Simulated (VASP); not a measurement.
Input:

```xyz
1
Lattice="-1.5698 1.5698 1.5698 1.5698 -1.5698 1.5698 1.5698 1.5698 -1.5698" Properties=species:S:1:pos:R:3 pbc="T T T"
W      0.0000     0.0000     0.0000
```

All values below come from PBEsol GGA, VASP's PBE PAW potentials (set 64) (plane waves; VASP 6.6.1). Numerical set-up: 480 eV cut-off, 16×16×16 Γ-centred mesh, first-order Methfessel-Paxton smearing of 0.10 eV, potentials W_sv.

Unless said otherwise, spin-orbit coupling is left out, though it shifts the bands of the heavy elements here.

**Question.** Estimate the energy per atom (σ→0), pressure, band gap (on the k-mesh) with the smallest direct gap where there is one.

**Answer.** 
The band gap (on the k-mesh) is none (metal, semimetal or under 0.01 eV). The energy per atom (σ→0) is -13804 meV/atom and the pressure is 5.00 GPa.

The compound is W in the bcc structure. It was relaxed first under an external pressure of 5 GPa.
